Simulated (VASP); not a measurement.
Given:

```
CELL_PARAMETERS angstrom
      0.00000     3.08835     3.08835
      3.08835     0.00000     3.08835
      3.08835     3.08835     0.00000
ATOMIC_POSITIONS crystal
  Cu 0.00000 0.00000 0.00000
  I  0.25000 0.25000 0.25000
```

Level of theory: vdW-DF2, VASP's PBE PAW potentials (set 64) (plane waves; VASP 6.6.1). Run with 520 eV cut-off, 7×7×7 Γ-centred mesh, Gaussian smearing of 0.050 eV, potentials Cu I.

Task: Give the stress tensor in GPa (positive for a compressed cell).

Result: 
```
2.17  0.00  0.00
0.00  2.17  0.00
0.00  0.00  2.17
```
The pressure is its mean diagonal, 2.17 GPa.

The compound is CuI in the zinc blende structure. This cell is one point of a volume scan, at 0.94 of the reference volume.
